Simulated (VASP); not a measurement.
Data:

```
Al16Cl
1.0
    5.70744     0.00000     0.00000
    0.00000     5.70744     0.00000
    0.00000     0.00000    20.00445
Al Cl
16 1
Direct
  0.25000   0.25000   0.34869
  0.75000   0.25000   0.34869
  0.25000   0.75000   0.34869
  0.75000   0.75000   0.34869
  0.00000   0.00000   0.44956
  0.50000   0.00000   0.44956
  0.00000   0.50000   0.44956
  0.50000   0.50000   0.44956
  0.25000   0.25000   0.55044
  0.75000   0.25000   0.55044
  0.25000   0.75000   0.55044
  0.75000   0.75000   0.55044
  0.00000   0.00000   0.65131
  0.50000   0.00000   0.65131
  0.00000   0.50000   0.65131
  0.50000   0.50000   0.65131
  0.00000   0.00000   0.76239
```

Calculation: PBE GGA, VASP's PBE PAW potentials (set 64) (plane waves; VASP 6.6.1). Settings: PREC = Normal, EDIFF = 1E-5, 400 eV cut-off, 5×5×1 Γ-centred mesh, first-order Methfessel-Paxton smearing of 0.10 eV, potentials Al Cl.

### Question
The ions are relaxed. What does this cell relax into?

### Answer

```
Al16Cl
1.0
    5.70744     0.00000     0.00000
    0.00000     5.70744     0.00000
    0.00000     0.00000    20.00445
Al Cl
16 1
Direct
  0.24778   0.24778   0.34297
  0.75222   0.24778   0.34297
  0.24778   0.75222   0.34297
  0.75222   0.75222   0.34297
  0.00000   0.00000   0.45059
  0.50000   0.00000   0.44653
  0.00000   0.50000   0.44653
  0.50000   0.50000   0.44653
  0.25329   0.25329   0.55251
  0.74671   0.25329   0.55251
  0.25329   0.74671   0.55251
  0.74671   0.74671   0.55251
  0.00000   0.00000   0.65799
  0.50000   0.00000   0.65301
  0.00000   0.50000   0.65301
  0.50000   0.50000   0.65961
  0.00000   0.00000   0.76668
```

### Question
How much energy does the relaxation gain?

### Answer
The energy (σ→0) changes by -8.9 meV/atom, in 11 ionic steps.

The cell is a thin slab with vacuum, built from Al (fcc): (100) face, Cl adsorbed.
